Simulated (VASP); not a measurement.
The system is ZnPd5Cl.

```
Pd Zn Cl
1.0
     3.99108    0.00000    0.00000
     0.00000    3.99108    0.00000
     0.00000    0.00000    7.00974
Pd Zn Cl
5 1 1
Cartesian
  1.9955 0.0000 5.0905
  0.0000 1.9955 5.0905
  1.9955 0.0000 1.9193
  0.0000 1.9955 1.9193
  0.0000 0.0000 0.0000
  1.9955 1.9955 0.0000
  0.0000 0.0000 3.5049
```

The cell was built by a generator and needn't be a form met in nature.

| Quantity | Value |
| --- | --- |
| Program | VASP 6.6.1 |
| Task | relaxation of the atoms |
| Functional | PBE |
| Potentials or basis | VASP PAW PBE potentials, release 64 (Pd, Zn, Cl) |
| Cutoff | 520 eV |
| k mesh | 8 × 8 × 5 |
| Occupations | fermi-dirac, width 0.1 eV |
| Spin | no spin polarisation |

At the start: pressure 1.1 GPa; volume 15.95 Å³/atom.

**Question.** Where does the relaxation end?

**Answer.** Over 3 steps the energy falls by 19.3 meV/atom; space group P4/mmm (No. 123, to 0.05 Å).

Step by step:
```tsv
step	energy change (eV)	largest force (eV/Å)	pressure (GPa)
1	0.0000	0.5898	1.13
2	-0.0590	0.4468	1.64
3	-0.1348	0.0139	3.88
```

Final structure:
```
CELL_PARAMETERS angstrom
3.99108 0.00000 0.00000
0.00000 3.99108 0.00000
0.00000 0.00000 7.00974
ATOMIC_POSITIONS crystal
Pd 0.50000 0.00000 0.74244
Pd 0.00000 0.50000 0.74244
Pd 0.50000 0.00000 0.25756
Pd 0.00000 0.50000 0.25756
Pd 0.00000 0.00000 0.00000
Zn 0.50000 0.50000 0.00000
Cl 0.00000 0.00000 0.50000
```

Caveat: an odd number of electrons without spin polarisation forces a metal; a magnetic or distorted state may lie lower.
